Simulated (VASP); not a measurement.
Write the native input for VASP 6.6.1 that does the following.

| Property | Result |
| --- | --- |
| Task | relaxation of cell and atoms |
| Functional | PBE |
| Dispersion | D3(BJ) |
| Potentials or basis | VASP PAW PBE potentials, release 64 (Mo_sv) |
| Cutoff | 600 eV |
| k mesh | 18 × 18 × 18 |
| Occupations | methfessel-paxton, width 0.1 eV |
| Spin | no spin polarisation |
| Further INCAR settings | ALGO = Fast; EDIFF = 1e-06; IBRION = 2; EDIFFG = -0.005; NSW = 60; ISIF = 3 |

The structure of Mo lies in POSCAR:

```
Mo
1.0
   -1.5650000000      1.5650000000      1.5650000000
    1.5650000000     -1.5650000000      1.5650000000
    1.5650000000      1.5650000000     -1.5650000000
Mo
1
Direct
    0.0000000000      0.0000000000      0.0000000000
```

The cell was built by a generator and needn't be a form met in nature.

These files were run (other wordings do the same):

INCAR

```
SYSTEM = Mo
PREC = Accurate
ENCUT = 600
EDIFF = 1E-6
ISMEAR = 1
SIGMA = 0.1
LREAL = .FALSE.
LASPH = .TRUE.
NELM = 120
ALGO = Fast
ISIF = 3
LWAVE = .FALSE.
LCHARG = .FALSE.
GGA = PE
IVDW = 12
IBRION = 2
NSW = 60
EDIFFG = -0.005
```

KPOINTS

```
regular mesh
0
G
  18 18 18
  0 0 0
```

Potentials or basis: VASP PAW PBE potentials, release 64 (Mo_sv).

Run with:

```console
$ cat potpaw_PBE.64/Mo_sv/POTCAR > POTCAR
$ mpirun -np 1 vasp_std > vasp.out
```

Results of the run:

```
Relaxed volume                         : 15.36 Å³/atom
Relaxed cell                           : a = 2.712 Å, b = 2.712 Å, c = 2.712 Å, α = 109.47°, β = 109.47°, γ = 109.47°
Space group after relaxing (to 0.05 Å) : Im-3m (No. 229)
Energy gained by relaxing              : 0.0 meV/atom
Ionic steps                            : 4
Pressure after relaxing                : 0.0 GPa
Band gap on the k mesh                 : none (metal or under the smearing width)
Dispersion energy per atom             : -0.727 eV
```

Caveat: pairwise dispersion overbinds metals, which lowers pressure and volume.

Wall time 41 s on 1 thread of Intel(R) Xeon(R) Platinum 8488C (Sapphire Rapids), on a shared host, peak memory 0.18 GiB.
